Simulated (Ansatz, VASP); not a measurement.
# One calculation of TaNb2O5, two programs

```xyz
8
Lattice="4.8713 -2.1098 0.0239 4.8713 2.1098 0.0239 -4.8467 0.0000 4.5486" Properties=species:S:1:pos:R:3 pbc="T T T"
Ta    0.0000    0.0000    0.0000
Nb    6.8160    0.0000    1.0733
Nb   -1.9200    0.0000    3.5231
O     4.8713    0.0000    0.0239
O     1.9123    0.0000    0.9827
O     2.9836    0.0000    3.6136
O    -0.9204    0.0000    1.7458
O     5.8164    0.0000    2.8505
```

Change from the starting cell: built by hand: vacancy-ordered rocksalt M3O5 (C2/m, No. 12).

Alike in both runs: functional PBE; k mesh 3 × 3 × 3; occupations gaussian, width 0.15 eV; no spin polarisation.

Ansatz relaxed the structure, and its values are those at the end. VASP's run is a single point on that final structure, the one shown.

|  | VASP | Ansatz |
| --- | --- | --- |
| version | VASP 6.6.1 | Ansatz 0.2.0 |
| potentials or method | VASP PAW PBE potentials, release 64 (Ta_pv, Nb_sv, O) | scalar-relativistic, plane waves, PAW |
| plane-wave cutoff (eV) | 520 | 420 |
| valence electrons in the cell | 67 | 69 |

|  | VASP | Ansatz | Ansatz less VASP |
| --- | --- | --- | --- |
| gap on the k mesh at the Fermi level (eV) | none | none | - |
| pressure (GPa) | 0.4 | 0.4 | -0.07 |
| rms of the force components (eV/Å) | 0.030 | 0.011 | -0.0190 |

A gap of «none» marks a metal or a gap that the smearing closes. The two sets of potentials don't hold the same shells in valence.

Caveats: the k mesh is coarse (spacing up to 0.59 Å⁻¹), so the values aren't converged; an odd number of electrons without spin polarisation forces a metal; a magnetic or distorted state may lie lower. The runs have no spin-orbit coupling, so splittings on Ta are missing.
